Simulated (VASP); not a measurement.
Method: PBE GGA, VASP's PBE PAW potentials (set 64) (plane waves; VASP).

Input for VASP

File KPOINTS:
```
Automatic
0
gamma
5 5 5
```

INCAR:
```
SYSTEM = CsI
PREC = Accurate
ENCUT = 300
EDIFF = 1E-6
NELM = 100
ALGO = Normal
LREAL = .FALSE.
LASPH = .TRUE.
ISMEAR = 0
SIGMA = 0.01
GGA = PE
LMAXMIX = 4
LWAVE = .FALSE.
LCHARG = .FALSE.
ISIF = 2
```

File POSCAR:
```
CsI
4.5719060
  1.0000000000   0.0000000000   0.0000000000
  0.0000000000   1.0000000000   0.0000000000
  0.0000000000   0.0000000000   1.0000000000
Cs I
1 1
Cart
 -0.0027700000   0.0029050000   0.0023880000
  0.5027700000   0.4970950000   0.4976120000
```

POTCAR, in this order: Cs_sv I (PBE.64 set). Program: vasp_std.

Q: What will the output report for the number of irreducible k-points (NKPTS), largest plane-wave count, number of space-group operations, FFT grid (NGX, NGY, NGZ)?

A: 
```
Property                                      Result
--------------------------------------  ------------
number of irreducible k-points (NKPTS)            63
largest plane-wave count                        1141
number of space-group operations                   1
FFT grid (NGX, NGY, NGZ)                28 × 28 × 28
```

The structure comes from a computed database's CsI entry; how it stands against other phases isn't given here. The cell was not relaxed at this level, atoms are displaced from their ideal sites.
